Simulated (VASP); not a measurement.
Set up this calculation in VASP 6.6.1, as the native input.

```yaml
Task: relaxation of the atoms
Functional: PBEsol
Potentials_or_basis: VASP PAW PBE potentials, release 64 (Au)
Cutoff: 600 eV
k_mesh: 16 × 16 × 16
Occupations: methfessel-paxton, width 0.1 eV
Spin: no spin polarisation
Further_INCAR_settings: ALGO = Normal; EDIFF = 1e-07; IBRION = 2; EDIFFG = -0.01; NSW = 40
```

The structure of Au lies in POSCAR:

```
Au                                      
1.0
    0.0000000000      2.0677102245      2.0677102245
    2.0677102245      0.0000000000      2.0677102245
    2.0677102245      2.0677102245      0.0000000000
  Au            
     1
Direct
     0.0000000000000000    0.0000000000000000    0.0000000000000000
```

The cell isn't the ideal one: a relaxed cell with its volume scaled by 1.04.

One way to write it, as run:

INCAR

```
SYSTEM = Au
ALGO = Normal
EDIFF = 1E-7
EDIFFG = -0.01
ENCUT = 600
GGA = PS
IBRION = 2
ISIF = 2
ISMEAR = 1
LASPH = .True.
LCHARG = .False.
LREAL = .False.
LWAVE = .False.
NELM = 80
NSW = 40
PREC = Accurate
SIGMA = 0.1
```

KPOINTS

```
k-points
0
Gamma
  16 16 16
  0 0 0
```

Potentials or basis: VASP PAW PBE potentials, release 64 (Au).

Run with:

```bash
$ cat potpaw_PBE.64/Au/POTCAR > POTCAR
$ mpirun -np 1 vasp_std > vasp.out
```

It gave:

```yaml
Pressure_after_relaxing: -6.1 GPa
Band_gap_on_the_k_mesh: none (metal or under the smearing width)
```

Caveat: the relaxation stopped at its first step, so nothing moved; the PAW data sets were made with another functional, which shifts forces and pressure a little.

Wall time 9.2 s on 1 thread of Intel(R) Xeon(R) Platinum 8375C CPU @ 2.90GHz (Ice Lake), with other jobs on the host, peak memory 0.16 GiB.
